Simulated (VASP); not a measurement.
Input of a VASP 6.6.1 run:

File INCAR:

```
PREC = Accurate ; ENCUT = 520
EDIFF = 1E-6 ; ISMEAR = -1
SIGMA = 0.1 ; LREAL = F
LASPH = T ; NELM = 150
ALGO = Fast ; ISIF = 2
LWAVE = F ; LCHARG = F
MAGMOM = 0 0 0 0 0 0 0 0 0 0 0 0 0 0 0 ; LORBIT = 11
LSORBIT = T ; GGA_COMPAT = F
LORBMOM = T ; LMAXMIX = 4
GGA = PE ; NBANDS = 73
```

Contents of KPOINTS:

```
Automatic mesh
0
Gamma
  5 5 5
  0.5 0.5 0.5
```

File POSCAR:

```
V3RuN
1.0
    3.9134657533      0.0000000000      0.0000000000
    0.0000000000      3.9134657533      0.0000000000
    0.0000000000      0.0000000000      3.9134657533
Ru V N
1 3 1
Direct
    0.0000000000      0.0000000000      0.0000000000
    0.0000000000      0.5000000000      0.5000000000
    0.5000000000      0.0000000000      0.5000000000
    0.5000000000      0.5000000000      0.0000000000
    0.5000000000      0.5000000000      0.5000000000
```

Potentials or basis: VASP PAW PBE potentials, release 64 (Ru_pv, V_sv, N).

The run is started by

```console
$ cat potpaw_PBE.64/Ru_pv/POTCAR potpaw_PBE.64/V_sv/POTCAR potpaw_PBE.64/N/POTCAR > POTCAR
$ mpirun -np 1 vasp_ncl > vasp.out
```

Q: Estimate the net moment.

A: 0.00 μB per cell.

Q: Estimate the pressure.

A: 0.6 GPa.

Moments on the atoms (μB; x, y, z):
```
Ru  0.00 0.00 0.00
V   0.00 0.00 0.00
V   0.00 0.00 0.00
V   0.00 0.00 0.00
N   0.00 0.00 0.00
```
